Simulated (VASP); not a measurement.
Crystal: Ti.

```
CELL_PARAMETERS angstrom
2.93573 0.00000 0.00000
-1.46787 2.54242 0.00000
0.00000 0.00000 4.64086
ATOMIC_POSITIONS crystal
Ti 0.33333 0.66667 0.25000
Ti 0.66667 0.33333 0.75000
```

```yaml
Program: VASP 6.6.1
Task: relaxation of cell and atoms
Functional: LDA
Potentials_or_basis: VASP PAW LDA potentials, release 64 (Ti_sv)
Cutoff: 600 eV
k_mesh: 18 × 18 × 10
Occupations: gaussian, width 0.1 eV
Spin: no spin polarisation
```

At the start: pressure -8.4 GPa; volume 17.32 Å³/atom.

Where does the relaxation end?

Over 8 steps the energy falls by 33.5 meV/atom and the volume is 16.08 Å³/atom (-7.1 %); space group P6_3/mmc (No. 194, to 0.05 Å).

The path:
| step | energy change (eV) | largest force (eV/Å) | pressure (GPa) | volume (Å³) |
| --- | --- | --- | --- | --- |
| 1 | 0.0000 | 0.0000 | -8.39 | 34.64 |
| 2 | -0.0199 | 0.0000 | 8.39 | 30.29 |
| 3 | -0.0670 | 0.0000 | -0.13 | 32.20 |
| 4 | -0.0670 | 0.0000 | 0.04 | 32.15 |
| 5 | -0.0670 | 0.0000 | 0.05 | 32.15 |
| 6 | -0.0670 | 0.0000 | 0.05 | 32.15 |
| 7 | -0.0670 | 0.0000 | -0.04 | 32.18 |
| 8 | -0.0670 | 0.0000 | -0.04 | 32.16 |

Final structure:
```cif
data_structure
_symmetry_space_group_name_H-M 'P 1'
_symmetry_Int_Tables_number 1
_cell_length_a 2.8622
_cell_length_b 2.8622
_cell_length_c 4.5333
_cell_angle_alpha 90.000
_cell_angle_beta 90.000
_cell_angle_gamma 120.000
_cell_volume 32.16
loop_
_atom_site_label
_atom_site_type_symbol
_atom_site_fract_x
_atom_site_fract_y
_atom_site_fract_z
_atom_site_occupancy
Ti1 Ti 0.33333 0.66667 0.25000 1
Ti2 Ti 0.66667 0.33333 0.75000 1
```
